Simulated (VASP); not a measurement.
Input:

```yaml
crystal:
  lattice:
    - [4.11967, 0.00000, 0.00000]
    - [0.00000, 4.13304, 5.81742]
    - [0.00000, -4.13304, 5.81742]
  atoms:
    - { symbol: Ga, position: [0.50000, 0.36072, 0.36072] }
    - { symbol: Ga, position: [0.00000, 0.36701, 0.89450] }
    - { symbol: Ga, position: [0.00000, 0.89450, 0.36701] }
    - { symbol: Ga, position: [0.50000, 0.87613, 0.87613] }
    - { symbol: Bi, position: [0.00000, 0.50146, 0.50146] }
    - { symbol: As, position: [0.00000, 0.00032, 0.00032] }
    - { symbol: As, position: [0.50000, 0.99965, 0.50021] }
    - { symbol: As, position: [0.50000, 0.50021, 0.99965] }
```

Computed with PBEsol GGA, VASP's PBE PAW potentials (set 64) (plane waves; VASP). Settings: 400 eV cut-off, 6×4×4 Γ-centred mesh, tetrahedra with Blöchl corrections, potentials Ga_d Bi_d As.

The cores are frozen, which limits the accuracy of field gradients.

Question: Give the principal components of the electric field gradient (V/Å²) and the asymmetry η at each nucleus.

Answer: 
| atom | Vxx | Vyy | Vzz | η |
|---|---|---|---|---|
| Ga1 | 4.5 | 0.3 | -4.8 | 0.87 |
| Ga2 | 2.2 | 0.7 | -2.9 | 0.50 |
| Ga3 | 2.2 | 0.7 | -2.9 | 0.50 |
| Ga4 | 4.3 | 1.6 | -5.8 | 0.47 |
| Bi5 | 38.9 | 37.1 | -76.0 | 0.02 |
| As6 | 17.0 | 10.4 | -27.4 | 0.24 |
| As7 | 30.0 | 5.4 | -35.4 | 0.70 |
| As8 | 30.0 | 5.4 | -35.4 | 0.70 |

The structure comes from a computed database's Ga4BiAs3 entry (Amm2); how it stands against other phases isn't given here. It was relaxed first, which changed the volume by -5 %.
